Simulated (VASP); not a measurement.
Here is the system:

```
CELL_PARAMETERS angstrom
      0.00000     2.78387     2.78387
      2.78387     0.00000     2.78387
      2.78387     2.78387     0.00000
ATOMIC_POSITIONS crystal
  Li 0.25000 0.25000 0.25000
  Li 0.75000 0.75000 0.75000
  S  0.00000 0.00000 0.00000
```

Method: LDA (Ceperley-Alder, Perdew-Zunger), VASP's LDA PAW potentials (set 64) (plane waves; VASP 6.6.1). Run with 620 eV cut-off, 7×7×7 Γ-centred mesh, Gaussian smearing of 0.050 eV, potentials Li_sv S.

Task: Predict the energy per atom (σ→0).

Result: 
The energy per atom (σ→0) comes out as -4.338 eV/atom.

Only differences to runs with the same potentials and settings are physical.

The compound is Li2S in the antifluorite structure. It was relaxed first, which changed the volume by -8 %.
